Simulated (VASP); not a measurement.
An input for Ansatz (written as the equivalent of a VASP run, and not itself run):

Ansatz 0.2 input:
```yaml
crystal:
  lattice:
    - [1.1018501, -1.9084603, 0.0000000]
    - [1.1018501, 1.9084603, 0.0000000]
    - [0.0000000, 0.0000000, 3.4787662]
  atoms:
    - { symbol: Be, position: [0.3333330, 0.6666670, 0.2500000] }
    - { symbol: Be, position: [0.6666670, 0.3333330, 0.7500000] }
kpoints:
  mp_grid: { grid: [19, 19, 11] }
hamiltonian:
  xc: lda
  pseudopotentials: { kind: paw }
scf:
  occupations: { method: methfessel_paxton, width: 0.1 }
  max_iter: 100
relax:
  max_steps: 40
  f_tol: 0.02
  cell: { p_target: 5 }
output: { forces: true, stress: true, eigenvalues: true }
```

Task: Translate this input to VASP (INCAR, KPOINTS, POSCAR, choice of POTCAR).

Result: One answer among several that fit: 
KPOINTS:
```
Automatic
0
gamma
  19 19 11
0 0 0
```

### INCAR
```
# general
SYSTEM =Be
PREC   =Accurate
ENCUT  =500   # plane-wave cut-off (eV)
LREAL  =.FALSE.
LASPH  =.TRUE.   # aspherical one-centre terms

# electronic loop
EDIFF  =1E-6
NELM   =100   # most electronic steps
ALGO   =Normal   # blocked Davidson

# smearing
ISMEAR =1
SIGMA  =0.1   # width (eV)

# ions
IBRION =2
NSW    =40   # most ionic steps
ISIF   =3   # ions, shape and volume
EDIFFG =-0.02   # ionic stop
PSTRESS=50   # kbar

# output
LWAVE  =.FALSE.
LCHARG =.FALSE.
```

### POSCAR
```
Be
1
    1.1018501491    -1.9084602816    -0.0000000000
    1.1018501491     1.9084602816     0.0000000000
    0.0000000000     0.0000000000     3.4787661653
Be
2
Direct
  0.3333330000   0.6666670000   0.2500000000
  0.6666670000   0.3333330000   0.7500000000
```

POTCAR, in this order: Be (LDA.64 set). Program: vasp_std.

The two are equivalent in intent, not identical: each code has its own PAW files, so the cut-off isn't converted (ENCUT is set for VASP's; basis.ecutwfc is left out, and Ansatz then takes the one that its files recommend); Ansatz stops its SCF on the density residual and VASP on the energy change (EDIFF); Ansatz's lda is the Perdew-Wang form, while the LDA potentials of VASP carry Perdew-Zunger's.

The compound is Be in the hcp structure. This run relaxes it under an external pressure of 5 GPa. Symmetry was kept, so distortions that lower it aren't found.
